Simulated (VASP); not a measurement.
Band gaps of MgCdTe$_{2}$ (space group P-4m2) from VASP (PAW), without and with spin-orbit coupling. Semilocal levels are at their own relaxed cell, hybrids and mBJ at PBE's; 0.00 means no gap at that level.  Unless said otherwise, spin-orbit coupling is left out, though it shifts the bands of the heavy elements here.

The cell of the LDA run:

```cif
data_CdMgTe2
_chemical_formula_sum 'Mg1 Cd1 Te2'
_space_group_name_H-M_alt 'P 1'
_space_group_IT_number 1
_cell_length_a 4.52432
_cell_length_b 4.52432
_cell_length_c 6.33934
_cell_angle_alpha 90.000
_cell_angle_beta 90.000
_cell_angle_gamma 90.000
loop_
_space_group_symop_operation_xyz
  'x, y, z'
loop_
_atom_site_label
_atom_site_type_symbol
_atom_site_fract_x
_atom_site_fract_y
_atom_site_fract_z
_atom_site_occupancy
Mg1 Mg 0.50000 0.50000 0.50000 1
Cd1 Cd 0.00000 0.00000 0.00000 1
Te1 Te 0.00000 0.50000 0.25431 1
Te2 Te 0.50000 0.00000 0.74569 1
```

```csv
level,gap without SOC (eV),gap with SOC (eV),shift (eV)
LDA,1.47,___,___
```

Some entries are withheld; supply them.

- LDA, gap with SOC (eV): 1.20
- LDA, shift (eV): -0.27

Only levels that ran to the end are used. Left out are those held back, those with too coarse a band path, GW runs whose mesh misses a band edge, hybrids' fits of cells that aren't cubic and levels without matching references; a question may draw on a part of the rest.

The structure comes from a computed database's MgCdTe2 entry (P-4m2); how it stands against other phases isn't given here. It was relaxed first, which changed the volume by -6 %. Symmetry was kept, so distortions that lower it aren't found.
